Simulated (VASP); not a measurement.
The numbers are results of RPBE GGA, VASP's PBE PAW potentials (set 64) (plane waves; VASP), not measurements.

VASP input:

INCAR:
```
! general
SYSTEM =ZnSe
PREC   =Accurate
ENCUT  =520
LREAL  =.FALSE.   ! projection in real space or not
LASPH  =.TRUE.

! electronic loop
EDIFF  =1E-7   ! SCF stop (eV)
NELM   =100   ! most electronic steps
ALGO   =Normal
LMAXMIX=4   ! l cut-off of mixed one-centre charges

! smearing
ISMEAR =-5   ! tetrahedra, Bloechl

! functional
GGA    =RP   ! RPBE

! ions
ISIF   =2   ! forces and stress, cell fixed

! output
LWAVE  =.FALSE.
LCHARG =.TRUE.
LORBIT =11   ! lm-projected
NEDOS  =601   ! DOS grid
```

### POSCAR
```
ZnSe
1
    0.0000000000     2.9064646125     2.9064646125
    2.9064646125     0.0000000000     2.9064646125
    2.9064646125     2.9064646125     0.0000000000
Zn Se
1 1
Direct
  0.0000000000   0.0000000000   0.0000000000
  0.2500000000   0.2500000000   0.2500000000
```

KPOINTS:
```
K-points
0
gamma
  9 9 9
0 0 0
```

POTCAR, in this order: Zn Se (PBE.64 set). Program: vasp_std.

The run wrote:

File OSZICAR:
```
       N       E                     dE             d eps       ncg     rms          rms(c)
DAV:   1     0.882754132483E+02    0.88275E+02   -0.89232E+03   910   0.156E+03
DAV:   2     0.581275141057E+00   -0.87694E+02   -0.84174E+02   965   0.276E+02
DAV:   3    -0.560253734530E+01   -0.61838E+01   -0.61565E+01  1140   0.712E+01
DAV:   4    -0.566583251061E+01   -0.63295E-01   -0.63280E-01   995   0.775E+00
DAV:   5    -0.566618974584E+01   -0.35724E-03   -0.35723E-03  1080   0.559E-01    0.452E+00
DAV:   6    -0.540260655950E+01    0.26358E+00   -0.62902E-01  1339   0.254E+01    0.342E+00
DAV:   7    -0.538936917667E+01    0.13237E-01   -0.17976E-01  1025   0.407E+00    0.143E+00
DAV:   8    -0.539234593200E+01   -0.29768E-02   -0.57180E-03  1030   0.666E-01    0.444E-01
DAV:   9    -0.539354443986E+01   -0.11985E-02   -0.16838E-03  1003   0.334E-01    0.788E-02
DAV:  10    -0.539379375258E+01   -0.24931E-03   -0.27986E-04  1035   0.159E-01    0.171E-02
DAV:  11    -0.539385745821E+01   -0.63706E-04   -0.10936E-04   990   0.959E-02    0.823E-03
DAV:  12    -0.539386404088E+01   -0.65827E-05   -0.12437E-05  1045   0.351E-02    0.616E-03
DAV:  13    -0.539386491066E+01   -0.86978E-06   -0.29043E-06   960   0.160E-02    0.131E-03
DAV:  14    -0.539386506041E+01   -0.14975E-06   -0.16779E-07  1004   0.492E-03    0.497E-04
DAV:  15    -0.539386511093E+01   -0.50524E-07   -0.32075E-08   670   0.260E-03
   1 F= -.53938651E+01 E0= -.53938651E+01  d E =0.000000E+00
```

File OUTCAR:
```
------------------------ aborting loop because EDIFF is reached ----------------------------------------
  FORCE on cell =-STRESS in cart. coord.  units (eV):
  Direction    XX          YY          ZZ          XY          YZ          ZX
  --------------------------------------------------------------------------------------
  Total        0.0105641      0.0105641      0.0105641      0.0000000     -0.0000000      0.0000000
  in kB        0.3446822      0.3446822      0.3446822      0.0000000     -0.0000000      0.0000000
  external PRESSURE =       0.3446822 kB  Pullay stress =       0.0000000 kB
  volume of cell :       49.10
      direct lattice vectors                 reciprocal lattice vectors
     0.000000000  2.906464613  2.906464613    -0.172030307  0.172030307  0.172030307
     2.906464613  0.000000000  2.906464613     0.172030307 -0.172030307  0.172030307
     2.906464613  2.906464613  0.000000000     0.172030307  0.172030307 -0.172030307
  FREE ENERGIE OF THE ION-ELECTRON SYSTEM (eV)
  ---------------------------------------------------
  free  energy   TOTEN  =        -5.3938651109 eV

  energy  without entropy=       -5.3938651109  energy(sigma->0) =       -5.39386511

 total charge

# of ion       s       p       d       tot
------------------------------------------
    1        0.511   0.387   9.779  10.677
    2        1.437   2.404   0.024   3.865
--------------------------------------------------
tot          1.947   2.791   9.803  14.542
```
(Selected blocks of OUTCAR.)

The compound is ZnSe in the zinc blende structure. It was relaxed first, which changed the volume by +8 %.
